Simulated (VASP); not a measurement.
Level of theory: vdW-DF-cx, VASP's PBE PAW potentials (set 64) (plane waves; VASP).

The input files of a VASP run:

KPOINTS:
```
Automatic mesh
0
Gamma
10 10 10
0 0 0
```

File POSCAR:
```
NiO
5.0547830
  0.8170152715   0.4077292143   0.4077292143
  0.4077292143   0.8170152715   0.4077292143
  0.4077292143   0.4077292143   0.8170152715
Ni O
2 2
Cart
  0.0000000000   0.0000000000   0.0000000000
  0.8162368500   0.8162368500   0.8162368500
  0.4081184250   0.4081184250   0.4081184250
  1.2243552750   1.2243552750   1.2243552750
```

### INCAR
```
SYSTEM=NiO
PREC=Accurate; ENCUT=520; LREAL=F
LASPH=T
EDIFF=1E-7; NELM=100; ALGO=Normal
LMAXMIX=4
ISMEAR=-5
GGA=CX; LUSE_VDW=T; AGGAC=0.0
MAGMOM=1.3 -1.3 0.0 0.0
ISPIN=2
ISIF=2
LWAVE=F; LCHARG=T; LORBIT=11
NEDOS=601
LEFG=T
```

POTCAR, in this order: Ni O (PBE.64 set). Program: vasp_std.

The resulting files:

File OSZICAR:
```
       N       E                     dE             d eps       ncg     rms          rms(c)
DAV:   1     0.265382039241E+03    0.26538E+03   -0.15940E+04  9480   0.212E+03
DAV:   2     0.105456009588E+02   -0.25484E+03   -0.23826E+03  9536   0.410E+02
DAV:   3    -0.185113737781E+02   -0.29057E+02   -0.27552E+02 10748   0.157E+02
DAV:   4    -0.194373438433E+02   -0.92597E+00   -0.92015E+00 10320   0.298E+01
DAV:   5    -0.194641089572E+02   -0.26765E-01   -0.26756E-01 11208   0.477E+00    0.207E+01
DAV:   6    -0.167558793037E+02    0.27082E+01   -0.40122E+01 13888   0.107E+02    0.208E+01
DAV:   7    -0.153680778312E+02    0.13878E+01   -0.68730E+00 11876   0.781E+01    0.951E+00
DAV:   8    -0.155314742281E+02   -0.16340E+00   -0.19830E+00 10480   0.121E+01    0.613E+00
DAV:   9    -0.154556751299E+02    0.75799E-01   -0.15513E-01 14608   0.110E+01    0.152E+00
DAV:  10    -0.154695066647E+02   -0.13832E-01   -0.68389E-02 12924   0.365E+00    0.774E-01
DAV:  11    -0.154699945777E+02   -0.48791E-03   -0.10855E-02 14000   0.305E+00    0.157E-01
DAV:  12    -0.154703005363E+02   -0.30596E-03   -0.27531E-03 10688   0.474E-01    0.111E-01
DAV:  13    -0.154702747581E+02    0.25778E-04   -0.41915E-04 14708   0.256E-01    0.328E-02
DAV:  14    -0.154702850377E+02   -0.10280E-04   -0.57381E-05 11132   0.138E-01    0.299E-02
DAV:  15    -0.154702787774E+02    0.62602E-05   -0.20301E-05 14048   0.662E-02    0.602E-03
DAV:  16    -0.154702766021E+02    0.21754E-05   -0.23232E-06 12592   0.234E-02    0.268E-03
DAV:  17    -0.154702760705E+02    0.53156E-06   -0.12588E-07  5532   0.755E-03    0.771E-04
DAV:  18    -0.154702764482E+02   -0.37770E-06   -0.18618E-07  5176   0.448E-03    0.759E-04
DAV:  19    -0.154702762914E+02    0.15682E-06   -0.39214E-08  4724   0.337E-03    0.370E-04
DAV:  20    -0.154702762111E+02    0.80313E-07   -0.49710E-09  4712   0.766E-04
   1 F= -.15470276E+02 E0= -.15470276E+02  d E =0.000000E+00  mag=     0.0000
```

OUTCAR:
```
------------------------ aborting loop because EDIFF is reached ----------------------------------------
  FORCE on cell =-STRESS in cart. coord.  units (eV):
  Direction    XX          YY          ZZ          XY          YZ          ZX
  --------------------------------------------------------------------------------------
  Total       -0.0153862     -0.0153862     -0.0153862     -0.0499359     -0.0499359     -0.0499359
  in kB       -0.6979679     -0.6979679     -0.6979679     -2.2652495     -2.2652495     -2.2652495
  external PRESSURE =      -0.6979679 kB  Pullay stress =       0.0000000 kB
  volume of cell :       35.32
      direct lattice vectors                 reciprocal lattice vectors
     4.129834905  2.060982701  2.060982701     0.362635096 -0.120724710 -0.120724710
     2.060982701  4.129834905  2.060982701    -0.120724710  0.362635096 -0.120724710
     2.060982701  2.060982701  4.129834905    -0.120724710 -0.120724710  0.362635096
 POSITION                                       TOTAL-FORCE (eV/Angst)
 -----------------------------------------------------------------------------------
      0.00000      0.00000      0.00000         0.000000      0.000000     -0.000000
      4.12590      4.12590      4.12590         0.000000      0.000000     -0.000000
      2.06295      2.06295      2.06295        -0.000000     -0.000000      0.000000
      6.18885      6.18885      6.18885        -0.000000     -0.000000      0.000000
 -----------------------------------------------------------------------------------
    total drift:                                0.000000     -0.000000     -0.000000
  FREE ENERGIE OF THE ION-ELECTRON SYSTEM (eV)
  ---------------------------------------------------
  free  energy   TOTEN  =       -15.4702762111 eV

  energy  without entropy=      -15.4702762111  energy(sigma->0) =      -15.47027621

 total charge

# of ion       s       p       d       tot
------------------------------------------
    1        0.341   0.427   8.306   9.074
    2        0.341   0.427   8.306   9.074
    3        1.557   3.409   0.000   4.966
    4        1.557   3.409   0.000   4.966
--------------------------------------------------
tot          3.797   7.673  16.612  28.082

 magnetization (x)

# of ion       s       p       d       tot
------------------------------------------
    1       -0.011  -0.015   1.288   1.262
    2        0.011   0.015  -1.288  -1.262
    3        0.000   0.000   0.000   0.000
    4        0.000   0.000   0.000   0.000
--------------------------------------------------
tot          0.000   0.000   0.000   0.000

 Electric field gradients after diagonalization (V/A^2)
 (convention: |V_zz| > |V_xx| > |V_yy|)
----------------------------------------------------------------------
 ion       V_xx      V_yy      V_zz     asymmetry (V_yy - V_xx)/ V_zz
----------------------------------------------------------------------
   1      -1.029    -1.029     2.057       0.000
   2      -1.029    -1.029     2.057       0.000
   3       1.992     1.992    -3.984       0.000
   4       1.992     1.992    -3.984       0.000
```
(Selected blocks of OUTCAR.)

The compound is NiO in the rock salt, AFM-II order structure. It was relaxed first.
